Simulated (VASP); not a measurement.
An input for Quantum ESPRESSO's pw.x (written as the equivalent of a VASP run, and not itself run):

```
&CONTROL
  calculation = 'scf'
  pseudo_dir = './pseudo'
  outdir = './out'
  tprnfor = .true.
  tstress = .true.
/
&SYSTEM
  ibrav = 0
  nat = 2
  ntyp = 2
  ecutwfc = 50
  occupations = 'smearing'
  smearing = 'gaussian'
  degauss = 0.003675
  input_dft = 'pw91'
/
&ELECTRONS
  conv_thr = 7.3e-09
  electron_maxstep = 100
/
ATOMIC_SPECIES
  Cs 132.905 Cs.upf
  Br 79.904 Br.upf
CELL_PARAMETERS angstrom
     4.2889335    0.0000000    0.0000000
     0.0000000    4.2889335    0.0000000
     0.0000000    0.0000000    4.2889335
ATOMIC_POSITIONS crystal
  Cs   0.0000000  0.0000000  0.0000000
  Br   0.5000000  0.5000000  0.5000000
K_POINTS automatic
  6 6 6 0 0 0
```

### Question
Translate this input to VASP (INCAR, KPOINTS, POSCAR, choice of POTCAR).

### Answer
One answer among several that fit: 
POSCAR:
```
CsBr
1
    4.2889335334     0.0000000000     0.0000000000
    0.0000000000     4.2889335334     0.0000000000
    0.0000000000     0.0000000000     4.2889335334
Cs Br
1 1
Direct
  0.0000000000   0.0000000000   0.0000000000
  0.5000000000   0.5000000000   0.5000000000
```

File KPOINTS:
```
Automatic mesh
0
Gamma
6 6 6
0 0 0
```

**INCAR**
```
ALGO  =  Normal
EDIFF  =  1E-7
ENCUT  =  520
GGA  =  91
ISIF  =  2
ISMEAR  =  0
LASPH  =  .TRUE.
LCHARG  =  .FALSE.
LMAXMIX  =  4
LREAL  =  .FALSE.
LWAVE  =  .FALSE.
NELM  =  100
PREC  =  Accurate
SIGMA  =  0.05
SYSTEM  =  CsBr
```

POTCAR, in this order: Cs_sv Br (PBE.64 set). Program: vasp_std.

The two are equivalent in intent, not identical: the potentials are each code's own (VASP's PAW set, PseudoDojo norm-conserving files in pw.x), so ENCUT and ecutwfc are chosen apart and not converted; conv_thr bounds pw.x's estimated SCF error, while EDIFF bounds the energy change between steps.

The compound is CsBr in the CsCl type structure. This cell is one point of a volume scan, at 0.94 of the reference volume.
